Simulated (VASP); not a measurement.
Consider the following.

```
CELL_PARAMETERS angstrom
     -2.65722     2.65722     1.44417
      2.65722    -2.65722     1.44417
      2.65722     2.65722    -1.44417
ATOMIC_POSITIONS crystal
  Sn 0.25000 0.75000 0.50000
  Sn 0.00000 0.00000 0.00000
```

The numbers are results of PBEsol GGA, VASP's PBE PAW potentials (set 64) (plane waves; VASP 6.6.1), not measurements. Numerical set-up: 500 eV cut-off, 14×14×14 Γ-centred mesh, first-order Methfessel-Paxton smearing of 0.10 eV, potentials Sn_d.

Energy and stress use the plane-wave basis of the starting cell.

Problem. The ions, cell shape and volume at an external pressure of 45.0 GPa are relaxed. Which structure does the run end with?

Solution. 
```
CELL_PARAMETERS angstrom
     -2.59698     2.59698     1.40806
      2.59698    -2.59698     1.40806
      2.59698     2.59698    -1.40806
ATOMIC_POSITIONS crystal
  Sn 0.25000 0.75000 0.50000
  Sn 0.00000 0.00000 0.00000
```
Space group I4_1/amd (141), at a tolerance of 0.03 Å.

Problem. How do energy and volume change from the first to the last step?

Solution. The energy (σ→0) changes by +324.8 meV/atom and the volume by -6.9 %, in 6 ionic steps.

The compound is Sn in the beta structure. This run relaxes it under an external pressure of 45 GPa. Symmetry was kept, so distortions that lower it aren't found.
